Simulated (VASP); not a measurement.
# RuSe: single point with PBE

The system is RuSe.

```
Ru Se
1.0
     0.00000    2.90633    2.90633
     2.90633    0.00000    2.90633
     2.90633    2.90633    0.00000
Ru Se
1 1
Direct
  0.00000 0.00000 0.00000
  0.25000 0.25000 0.25000
```

The cell comes from a database or a generator and needn't be the stable form of this composition.

```json
{"Program": "VASP 6.6.1", "Task": "single point", "Functional": "PBE", "Potentials or basis": "VASP PAW PBE potentials, release 64 (Ru_pv, Se)", "Cutoff": "520 eV", "k mesh": "6 × 6 × 6", "Occupations": "gaussian, width 0.05 eV", "Spin": "collinear spin, zero start", "Starting moments": "[0.0, 0.0] μB", "Further INCAR settings": "ALGO = Normal; EDIFF = 1e-06"}
```

* Pressure: -12.7 GPa
* Band gap on the k mesh: none (metal or under the smearing width)
* Net moment: 0.00 μB per cell
* Valence electrons inside the program's atomic spheres: Ru 12.47; Se 3.77

Levels at points of the mesh, in eV from the Fermi level:
Spin up:
```csv
k point,band 8,band 9,band 10,band 11,band 12,band 13
"(0.00, 0.00, 0.00)",-1.36,-1.36,1.42,2.61,2.61,2.61
"(0.50, 0.00, 0.00)",-1.19,-1.19,-1.01,1.18,1.18,3.71
"(0.50, 0.50, 0.00)",-1.64,-0.94,-0.81,-0.32,-0.32,4.57
```
Spin down:
```tsv
k point	band 8	band 9	band 10	band 11	band 12	band 13
(0.00, 0.00, 0.00)	-1.36	-1.36	1.42	2.61	2.61	2.61
(0.50, 0.00, 0.00)	-1.19	-1.19	-1.01	1.18	1.18	3.71
(0.50, 0.50, 0.00)	-1.64	-0.94	-0.81	-0.32	-0.32	4.57
```

Wall time 21 s on 1 thread of Intel(R) Xeon(R) Platinum 8488C (Sapphire Rapids), on a shared host, peak memory 0.2 GiB.
